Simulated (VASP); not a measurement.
All values below come from PW91 GGA, VASP's PBE PAW potentials (set 64) (plane waves; VASP).

VASP input:

INCAR:
```
SYSTEM = BaTiO3
PREC = Accurate
ENCUT = 520
EDIFF = 1E-7
NELM = 100
ALGO = Normal
LREAL = .FALSE.
LASPH = .TRUE.
ISMEAR = 0
SIGMA = 0.05
GGA = 91
LMAXMIX = 4
LWAVE = .FALSE.
LCHARG = .FALSE.
ISIF = 2
```

POSCAR:
```
BaTiO3
4.0313680
  0.9999999124   0.0000000000   0.0000000000
  0.0000000000   0.9999999124   0.0000000000
  0.0000000000   0.0000000000   0.9999999124
Ba Ti O
1 1 3
direct
  0.0000000000   0.0000000000   0.0000000000
  0.5000000000   0.5000000000   0.5000000000
  0.5000000000   0.0000000000   0.5000000000
  0.0000000000   0.5000000000   0.5000000000
  0.5000000000   0.5000000000   0.0000000000
```

### KPOINTS
```
Regular mesh
0
G
 6 6 6
```

POTCAR, in this order: Ba_sv Ti_sv O (PBE.64 set). Program: vasp_std.

Q: What will the output report for the number of irreducible k-points (NKPTS), largest plane-wave count, number of space-group operations, FFT grid (NGX, NGY, NGZ)?

A: 
The number of irreducible k-points (NKPTS) is 20. The largest plane-wave count comes out as 1791 and the number of space-group operations is 48. The FFT grid (NGX, NGY, NGZ) is 30 × 30 × 30.

The compound is BaTiO3 in the cubic perovskite structure, the ideal cubic form; the compound distorts at low or room temperature. It was relaxed first.
